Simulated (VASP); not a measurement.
# PmHf (P-6m2) in VASP: reference runs

Reference runs on PmHf: the cell as given and a disturbed copy.

All numbers are computed with VASP 6.6.1; they aren't measurements. Logs are shortened: lines on timing, memory, paths and dates and some standing lists are left out, and cuts for length are marked.

## 1. Starting point

The structure is hexagonal, space group P-6m2 (No. 187). Conventional cell: a = 3.375 Å, b = 3.375 Å, c = 5.553 Å, α = 90.00°, β = 90.00°, γ = 120.00°. Hf (site symmetry -6m2) has 6 Hf at 3.37 Å and 6 Pm at 3.39 Å as nearest neighbours. Pm (site symmetry -6m2) is surrounded by 6 Pm at 3.37 Å and 6 Hf at 3.39 Å.

The cell comes from a database or a generator and needn't be the stable form of this composition.

## 2. Single point, PBE, collinear spin, ferromagnetic start

INCAR reads:

```
SYSTEM = PmHf
PREC     = Accurate       ! precision mode
ENCUT    = 520            ! plane-wave cutoff, eV
EDIFF    = 1E-7           ! SCF threshold, eV
ISMEAR   = -1             ! smearing method
SIGMA    = 0.05           ! smearing width, eV
LREAL    = .False.        ! projectors in reciprocal space
LASPH    = .True.         ! aspherical terms in the spheres
NELM     = 150            ! most SCF steps
ALGO     = Normal         ! electronic algorithm
ISIF     = 2              ! what is computed and relaxed
LWAVE    = .False.        ! write WAVECAR
LCHARG   = .False.        ! write CHGCAR
ISPIN    = 2              ! spin polarisation
MAGMOM   = 0 4            ! initial moments
LORBIT   = 11             ! projections on sites
LMAXMIX  = 6              ! l up to which the mixer works
GGA      = PE             ! functional
NBANDS   = 24             ! bands
```

KPOINTS reads:

```
regular mesh
0
Gamma
  9 9 5
  0 0 0
```

POSCAR reads:

```
PmHf
1.0
    3.3746633477      0.0000000000      0.0000000000
   -1.6873316738      2.9225441883      0.0000000000
    0.0000000000      0.0000000000      5.5527590000
Hf Pm
1 1
Direct
    0.3333333333      0.6666666667      0.5000000000
    0.0000000000      0.0000000000      0.0000000000
```

Potentials or basis: VASP PAW PBE potentials, release 64 (Hf_pv, Pm).

Run with:

```
> cat potpaw_PBE.64/Hf_pv/POTCAR potpaw_PBE.64/Pm/POTCAR > POTCAR
> mpirun -np 1 vasp_std > vasp.out
```

OUTCAR:

```text
SYSTEM = PmHf
   PREC = Accurate
   ENCUT = 520
   EDIFF = 1E-7
   ISMEAR = -1
   LREAL = .False.
   LASPH = .True.
   NELM = 150
   ISIF = 2
   ISPIN = 2
   LORBIT = 11
   GGA = PE

 ion  position               nearest neighbor table
   1  0.333  0.667  0.500-   2 3.39   2 3.39   2 3.39   2 3.39   2 3.39   2 3.39
   2  0.000  0.000  0.000-   1 3.39   1 3.39   1 3.39   1 3.39   1 3.39   1 3.39

  LATTYP: Found a hexagonal cell.
 ALAT       =     3.3746633477
 C/A-ratio  =     1.6454260552

  Lattice vectors:

 A1 = (   3.3746633477,   0.0000000000,   0.0000000000)
 A2 = (  -1.6873316738,   2.9225441883,   0.0000000000)
 A3 = (   0.0000000000,   0.0000000000,   5.5527590000)

Analysis of symmetry for initial positions (statically):
=====================================================================
 Subroutine PRICEL returns:
 Original cell was already a primitive cell.

 Routine SETGRP: Setting up the symmetry group for a
 hexagonal supercell.

 Subroutine GETGRP returns: Found 12 space group operations
 (whereof 12 operations were pure point group operations)
 out of a pool of 24 trial point group operations.

The static configuration has the point symmetry D_3h.

Analysis of symmetry for dynamics (positions and initial velocities):
=====================================================================
 Subroutine PRICEL returns:
 Original cell was already a primitive cell.

 Routine SETGRP: Setting up the symmetry group for a
 hexagonal supercell.

 Subroutine GETGRP returns: Found 12 space group operations
 (whereof 12 operations were pure point group operations)
 out of a pool of 24 trial point group operations.

The dynamic configuration has the point symmetry D_3h.

Analysis of structural, dynamic, and magnetic symmetry:
=====================================================================
 Subroutine PRICEL returns:
 Original cell was already a primitive cell.

 Routine SETGRP: Setting up the symmetry group for a
 hexagonal supercell.

 Subroutine GETGRP returns: Found 12 space group operations
 (whereof 12 operations were pure point group operations)
 out of a pool of 24 trial point group operations.

The overall configuration has the point symmetry D_3h.

 Subroutine INISYM returns: Found 12 space group operations
[... 111 lines left out ...]
   EFERMI =   0.00;   METHOD = LEGACY
   ISMEAR =    -1;   SIGMA  =   0.05  broadening in eV -4-tet -1-fermi 0-gaus
   EFERMI_NEDOS =   21; number of points for ismear=-14 and -15
   IALGO  =     38    algorithm
   IMIX   =      4    mixing-type and parameters
     AMIX     =   0.40;   BMIX     =  1.00
     AMIX_MAG =   1.60;   BMIX_MAG =  1.00
  volume/ion in A,a.u.               =      27.38       184.79
  Fermi-wavevector in a.u.,A,eV,Ry     =   1.260534  2.382065 21.618937  1.588947
  Thomas-Fermi vector in A             =   2.394039
   LORBIT       =     11    0 simple, 1 ext, 2 COOP (PROOUT), +10 PAW based schemes
   GGA     = PE    functional components
   LHFCALC =     F    Hartree Fock is set to
   AEXX    =    0.0000 exact exchange contribution
   IVDW    =     0    specifies the selected vdW correction
   LEPSILON=     F    determine dielectric tensor
   LRPA    =     F    only Hartree local field effects (RPA)
 spin polarized calculation
  energy-cutoff  :      520.00
  volume of cell :       54.76
 maximum number of plane-waves:      1497
 NGX is ok and might be reduce to    28
   NGX = 13   NGY = 13   NGZ = 21

 number of electron      25.0000000 magnetization       5.1204661

 Free energy of the ion-electron system (eV)
  ---------------------------------------------------
  ext. energy  EPLUGINS =         0.00000000
  ---------------------------------------------------
  free energy    TOTEN  =       -17.24578065 eV

  energy without entropy =      -17.19442680  energy(sigma->0) =      -17.22010373

 E-fermi :   5.5701     XC(G=0): -10.6263

 val. band max:        5.5601719289   @ k =   0.3333   0.2222   0.2000
 cond. band min:       5.5722307589   @ k =   0.2222  -0.0000   0.4000
 fundamental gap:      0.0120588300
 Fermi energy:         5.5701339249

 spin component 1

 k-point     1 :       0.0000    0.0000    0.0000
  band No.  band energies     occupation
      1     -32.9066      1.00000
      2     -25.4063      1.00000
      3     -25.1089      1.00000
      4     -25.1089      1.00000
      5     -13.3044      1.00000
      6     -12.5693      1.00000
[... 637 lines left out ...]
     23      10.2097      0.00000
     24      11.2388      0.00000

 [... further k-points ...]

 spin component 2

 k-point     1 :       0.0000    0.0000    0.0000
  band No.  band energies     occupation
      1     -30.7906      1.00000
      2     -25.3737      1.00000
      3     -25.1080      1.00000
      4     -25.1080      1.00000
      5     -11.8042      1.00000
      6     -10.9178      1.00000
[... 637 lines left out ...]
     23      10.7423      0.00000
     24      11.7224      0.00000

 [... further k-points ...]
[... 5 lines left out ...]
  --------------------------------------------------------------------------------------
  -------------------------------------------------------------------------------------
  Total       -1.0099178     -1.0099178     -0.3326754     -0.0000000     -0.0000000      0.0000000
  in kB      -29.5458332    -29.5458332     -9.7326461     -0.0000000     -0.0000000      0.0000000
  external PRESSURE =     -22.9414375 kB  Pullay stress =       0.0000000 kB

 VOLUME and BASIS-vectors are now :
 -----------------------------------------------------------------------------
  energy-cutoff  :      520.00
  volume of cell :       54.76
      direct lattice vectors                 reciprocal lattice vectors
     3.374663348  0.000000000  0.000000000     0.296325854  0.171083812  0.000000000
    -1.687331674  2.922544188  0.000000000     0.000000000  0.342167624  0.000000000
     0.000000000  0.000000000  5.552759000     0.000000000  0.000000000  0.180090654

 POSITION                                       TOTAL-FORCE (eV/Angst)
 -----------------------------------------------------------------------------------
     -0.00000      1.94836      2.77638         0.000000     -0.000000      0.000000
      0.00000      0.00000      0.00000        -0.000000      0.000000      0.000000
 -----------------------------------------------------------------------------------
    total drift:                                0.000000     -0.000000     -0.000000

  FREE ENERGIE OF THE ION-ELECTRON SYSTEM (eV)
  ---------------------------------------------------
  free  energy   TOTEN  =       -17.2457806509 eV

  energy  without entropy=      -17.1944267994  energy(sigma->0) =      -17.22010373

 total charge

# of ion       s       p       d       f       tot
--------------------------------------------------
    1        0.392   6.262   1.420   0.000   8.074
    2        2.052   5.490   0.607   4.328  12.477
--------------------------------------------------
tot          2.445  11.752   2.027   4.328  20.551

 magnetization (x)

# of ion       s       p       d       f       tot
--------------------------------------------------
    1       -0.002   0.040   0.015   0.000   0.053
    2       -0.001   0.032   0.188   4.276   4.495
--------------------------------------------------
tot         -0.003   0.072   0.203   4.276   4.548
```

stdout:

```text
POSCAR found type information on POSCAR HfPm
 POSCAR found :  2 types and       2 ions
 scaLAPACK will be used
 LDA part: xc-table for (Slater+PW92), standard interpolation
 POSCAR, INCAR and KPOINTS ok, starting setup
 FFT: planning ... GRIDC
 FFT: planning ... GRID_SOFT
 FFT: planning ... GRID
 WAVECAR not read
 entering main loop
```

It took 92 s on 1 thread of Intel Xeon 6975P-C (Granite Rapids), shared host; peak memory 0.26 GiB.

Results:

```yaml
Free_energy: -17.2458 eV
Pressure: -2.3 GPa
Band_gap_on_the_k_mesh: none (metal or under the smearing width)
Net_moment: 5.12 μB per cell
Site_moments: Hf +0.05; Pm +4.50 μB
Valence_electrons_inside_the_program's_atomic_spheres: Hf 8.07; Pm 12.48
```

Stress tensor (GPa, compression positive):
```
-2.95  0.00  0.00
 0.00 -2.95  0.00
 0.00  0.00 -0.97
```

Caveat: the magnetic or orbital state may not be the lowest; without U or exact exchange the open f shell lies at the Fermi level, which spoils levels, moments and volumes.

## 3. Single point, PBE, collinear spin, ferromagnetic start (atoms moved at random, drawn with an rms of 0.05 Å)

INCAR reads:

```
  PREC = Accurate
  ENCUT = 520
  EDIFF = 1E-7
  ISMEAR = -1
  SIGMA = 0.05
  LREAL = F
  LASPH = T
  NELM = 120
  ALGO = Normal
  ISIF = 2
  LWAVE = F
  LCHARG = F
  ISPIN = 2
  MAGMOM = 0 4
  LORBIT = 11
  LMAXMIX = 6
  GGA = PE
  NBANDS = 24
```

KPOINTS reads:

```
regular mesh
0
Gamma
  9 9 5
```

POSCAR reads:

```
PmHf
1.0
    3.3746633477      0.0000000000      0.0000000000
   -1.6873316738      2.9225441883      0.0000000000
    0.0000000000      0.0000000000      5.5527590000
Hf Pm
1 1
Direct
    0.3241080000      0.6441050000      0.4990030000
   -0.0311410000     -0.0169130000     -0.0018740000
```

Potentials or basis: VASP PAW PBE potentials, release 64 (Hf_pv, Pm).

Run with:

```
> cat potpaw_PBE.64/Hf_pv/POTCAR potpaw_PBE.64/Pm/POTCAR > POTCAR
> mpirun -np 1 vasp_std > vasp.out
```

OUTCAR:

```text
PREC = Accurate
   ENCUT = 520
   EDIFF = 1E-7
   ISMEAR = -1
   LREAL = F
   LASPH = T
   NELM = 120
   ISIF = 2
   ISPIN = 2
   LORBIT = 11
   GGA = PE

 ion  position               nearest neighbor table
   1  0.324  0.644  0.499-   2 3.35   2 3.36   2 3.38   2 3.39   2 3.43   2 3.44
   2  0.969  0.983  0.998-   1 3.35   1 3.36   1 3.38   1 3.39   1 3.43   1 3.44

  LATTYP: Found a hexagonal cell.
 ALAT       =     3.3746633477
 C/A-ratio  =     1.6454260552

  Lattice vectors:

 A1 = (   3.3746633477,   0.0000000000,   0.0000000000)
 A2 = (  -1.6873316738,   2.9225441883,   0.0000000000)
 A3 = (   0.0000000000,   0.0000000000,   5.5527590000)

Analysis of symmetry for initial positions (statically):
=====================================================================
 Subroutine PRICEL returns:
 Original cell was already a primitive cell.

 Routine SETGRP: Setting up the symmetry group for a
 hexagonal supercell.

 Subroutine GETGRP returns: Found  1 space group operations
 (whereof  1 operations were pure point group operations)
 out of a pool of 24 trial point group operations.

The static configuration has the point symmetry C_1 .

Analysis of symmetry for dynamics (positions and initial velocities):
=====================================================================
 Subroutine PRICEL returns:
 Original cell was already a primitive cell.

 Routine SETGRP: Setting up the symmetry group for a
 hexagonal supercell.

 Subroutine GETGRP returns: Found  1 space group operations
 (whereof  1 operations were pure point group operations)
 out of a pool of 24 trial point group operations.

The dynamic configuration has the point symmetry C_1 .

Analysis of structural, dynamic, and magnetic symmetry:
=====================================================================
 Subroutine PRICEL returns:
[... 145 lines left out ...]
   NGX = 13   NGY = 13   NGZ = 21

 number of electron      25.0000000 magnetization       5.1271142

 Free energy of the ion-electron system (eV)
  ---------------------------------------------------
  ext. energy  EPLUGINS =         0.00000000
  ---------------------------------------------------
  free energy    TOTEN  =       -17.24155167 eV

  energy without entropy =      -17.19011606  energy(sigma->0) =      -17.21583386

 E-fermi :   5.5702     XC(G=0): -10.6260

 val. band max:        5.5642878693   @ k =  -0.2222   0.2222   0.4000
 cond. band min:       5.5704362265   @ k =  -0.3333  -0.4444  -0.2000
 fundamental gap:      0.0061483572
 Fermi energy:         5.5702276958

 spin component 1

 k-point     1 :       0.0000    0.0000    0.0000
  band No.  band energies     occupation
      1     -32.9072      1.00000
      2     -25.4082      1.00000
      3     -25.1112      1.00000
      4     -25.1083      1.00000
      5     -13.3056      1.00000
      6     -12.5701      1.00000
[... 637 lines left out ...]
     23      10.5486      0.00000
     24      11.7144      0.00000

 [... further k-points ...]

 spin component 2

 k-point     1 :       0.0000    0.0000    0.0000
  band No.  band energies     occupation
      1     -30.7902      1.00000
      2     -25.3740      1.00000
      3     -25.1085      1.00000
      4     -25.1074      1.00000
      5     -11.8043      1.00000
      6     -10.9173      1.00000
[... 637 lines left out ...]
     23      11.2486      0.00000
     24      12.3675      0.00000

 [... further k-points ...]
[... 5 lines left out ...]
  --------------------------------------------------------------------------------------
  -------------------------------------------------------------------------------------
  Total       -1.0668908     -1.0162687     -0.3558899      0.1281978     -0.0004146      0.0022575
  in kB      -31.2126180    -29.7316342    -10.4118016      3.7505138     -0.0121290      0.0660454
  external PRESSURE =     -23.7853513 kB  Pullay stress =       0.0000000 kB

 VOLUME and BASIS-vectors are now :
 -----------------------------------------------------------------------------
  energy-cutoff  :      520.00
  volume of cell :       54.76
      direct lattice vectors                 reciprocal lattice vectors
     3.374663348  0.000000000  0.000000000     0.296325854  0.171083812  0.000000000
    -1.687331674  2.922544188  0.000000000     0.000000000  0.342167624  0.000000000
     0.000000000  0.000000000  5.552759000     0.000000000  0.000000000  0.180090654

 POSITION                                       TOTAL-FORCE (eV/Angst)
 -----------------------------------------------------------------------------------
      0.00694      1.88243      2.77084        -0.096022      0.016170     -0.016020
      1.61078      2.87312      5.54235         0.096022     -0.016170      0.016020
 -----------------------------------------------------------------------------------
    total drift:                                0.000044      0.000071      0.000170

  FREE ENERGIE OF THE ION-ELECTRON SYSTEM (eV)
  ---------------------------------------------------
  free  energy   TOTEN  =       -17.2415516668 eV

  energy  without entropy=      -17.1901160608  energy(sigma->0) =      -17.21583386

 total charge

# of ion       s       p       d       f       tot
--------------------------------------------------
    1        0.392   6.262   1.420   0.000   8.074
    2        2.052   5.490   0.607   4.327  12.477
--------------------------------------------------
tot          2.445  11.752   2.028   4.327  20.551

 magnetization (x)

# of ion       s       p       d       f       tot
--------------------------------------------------
    1       -0.002   0.040   0.017   0.000   0.055
    2       -0.001   0.033   0.189   4.276   4.497
--------------------------------------------------
tot         -0.003   0.072   0.206   4.276   4.551
```

It took 9.6 min on 1 thread of Intel Xeon 6975P-C (Granite Rapids), shared host; peak memory 0.56 GiB.

Results:

```
Free energy                                           : -17.2416 eV
Pressure                                              : -2.4 GPa
Largest force                                         : 0.099 eV/Å
Band gap on the k mesh                                : none (metal or under the smearing width)
Net moment                                            : 5.13 μB per cell
Site moments                                          : Hf +0.06; Pm +4.50 μB
Valence electrons inside the program's atomic spheres : Hf 8.07; Pm 12.48
```

Forces on the atoms (eV/Å):
```
Hf  -0.096  0.016 -0.016
Pm   0.096 -0.016  0.016
```

Caveat: the magnetic or orbital state may not be the lowest; without U or exact exchange the open f shell lies at the Fermi level, which spoils levels, moments and volumes. The state reached can hang on the start; a lower one may exist.
